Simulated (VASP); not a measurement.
Given:

```
MnO2
1.0
    4.14583     0.00000     0.00000
    0.00000     4.14583     0.00000
    0.00000     0.00000     2.68120
Mn O
2 4
Cartesian
  0.00000   0.00000   0.00000
  2.07292   2.07292   1.34060
  1.23954   1.23954   0.00000
  3.31245   0.83338   1.34060
  0.83338   3.31245   1.34060
  2.90629   2.90629   0.00000
```
Starting moments (μB, in the order of the record's atoms Mn Mn O O O O): 2.1 -2.1 0.0 0.0 0.0 0.0.

Computed with LDA (Ceperley-Alder, Perdew-Zunger), VASP's LDA PAW potentials (set 64) (plane waves; VASP). Run with 620 eV cut-off, 8×8×11 Γ-centred mesh, first-order Methfessel-Paxton smearing of 0.10 eV, potentials Mn_pv O.

### Question
Predict the cell moment, energy per atom (σ→0), pressure, band gap (on the k-mesh) with the smallest direct gap where there is one.

### Answer

```
Property                                                    Result
------------------------  ----------------------------------------
band gap (on the k-mesh)  none (metal, semimetal or under 0.01 eV)
cell moment                                                0.00 μB
energy per atom (σ→0)                               -8.748 eV/atom
pressure                                                451.0 kbar
```

### Question
Give the moment on each site (PAW-sphere projection).

### Answer

| site | moment (μB) |
|---|---|
| Mn1 | 1.73 |
| Mn2 | -1.73 |
| O3 | -0.03 |
| O4 | 0.03 |
| O5 | 0.03 |
| O6 | -0.03 |

The compound is MnO2 in the rutile structure. It was relaxed first under an external pressure of 45 GPa.
